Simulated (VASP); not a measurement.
Data:

```
CELL_PARAMETERS angstrom
      4.27000     0.00000     0.00000
      0.00000     4.27000     0.00000
      0.00000     0.00000     4.27000
ATOMIC_POSITIONS crystal
  Cu 0.77113 0.24220 0.76310
  Cu 0.22887 0.76504 0.75148
  Cu 0.74796 0.75023 0.25812
  Cu 0.27019 0.25413 0.23861
  O  0.97583 0.99215 0.99312
  O  0.50602 0.49625 0.49557
```

Method: LDA (Ceperley-Alder, Perdew-Zunger), VASP's LDA PAW potentials (set 64) (plane waves; VASP 6.6.1). Settings: 400 eV cut-off, 3×3×3 Γ-centred mesh, Fermi-Dirac smearing of 0.020 eV, potentials Cu O.

At this cut-off the stress carries a Pulay error, which pulls relaxed volumes low. Energy and stress use the plane-wave basis of the starting cell.

Q: The ions, cell shape and volume are relaxed. Predict the relaxed structure.

A: 
```
CELL_PARAMETERS angstrom
      4.16526    -0.00036    -0.00070
     -0.00014     4.16174    -0.00194
     -0.00100    -0.00196     4.16279
ATOMIC_POSITIONS crystal
  Cu 0.74992 0.24979 0.74997
  Cu 0.25014 0.75027 0.75004
  Cu 0.74990 0.74989 0.25001
  Cu 0.25017 0.25012 0.24974
  O  0.99969 0.99987 0.00007
  O  0.50017 0.50006 0.50017
```
Space group Pn-3m (224), at a tolerance of 0.03 Å.

Q: How do energy and volume change from the first to the last step?

A: The energy (σ→0) changes by -110.5 meV/atom and the volume by -7.3 %, in 33 ionic steps.

| step | E(σ→0) (eV) | max force (eV/Å) | pressure (GPa) | volume (Å³) |
|---|---|---|---|---|
| 1 | -32.0179 | 3.733 | -8.05 | 77.85 |
| 2 | -32.2931 | 3.777 | 5.47 | 70.72 |
| 3 | -32.5987 | 1.233 | -3.15 | 73.60 |
| 4 | -32.6120 | 1.037 | 3.62 | 70.68 |
| 5 | -32.6585 | 0.365 | 0.13 | 72.00 |
| 6 | -32.6644 | 0.307 | 0.18 | 72.02 |
| 7 | -32.6653 | 0.198 | 0.18 | 72.02 |
| 8 | -32.6697 | 0.140 | 0.15 | 72.13 |
| 9 | -32.6729 | 0.303 | -0.62 | 72.38 |
| 10 | -32.6751 | 0.246 | -0.46 | 72.34 |
| 11 | -32.6785 | 0.098 | -0.13 | 72.23 |
| 12 | -32.6786 | 0.082 | -0.13 | 72.21 |
| 13 | -32.6788 | 0.038 | 0.00 | 72.18 |
| 14 | -32.6789 | 0.042 | 0.05 | 72.15 |
| 15 | -32.6790 | 0.032 | -0.04 | 72.16 |
| 16 | -32.6791 | 0.042 | 0.00 | 72.17 |
| 17 | -32.6792 | 0.037 | -0.07 | 72.18 |
| 18 | -32.6795 | 0.030 | -0.10 | 72.19 |
| 19 | -32.6797 | 0.063 | -0.09 | 72.22 |
| 20 | -32.6798 | 0.045 | -0.08 | 72.21 |
| 21 | -32.6800 | 0.045 | -0.04 | 72.18 |
| 22 | -32.6801 | 0.035 | 0.05 | 72.16 |
| 23 | -32.6801 | 0.028 | 0.13 | 72.12 |
| 24 | -32.6803 | 0.027 | 0.06 | 72.15 |
| 25 | -32.6804 | 0.056 | -0.07 | 72.25 |

The structure is a typed Cu2O crystal. In the starting cell atoms are displaced from their ideal sites. This run relaxes it. The k-mesh is coarse (spacing up to 0.50 per Å, 2π included), so the numbers may not be converged in it. The run is one of a series of settings (EDIFFG = -0.01, IBRION = 2, ISIF = 3, NSW = 50 against the base run), some of them coarse on purpose.
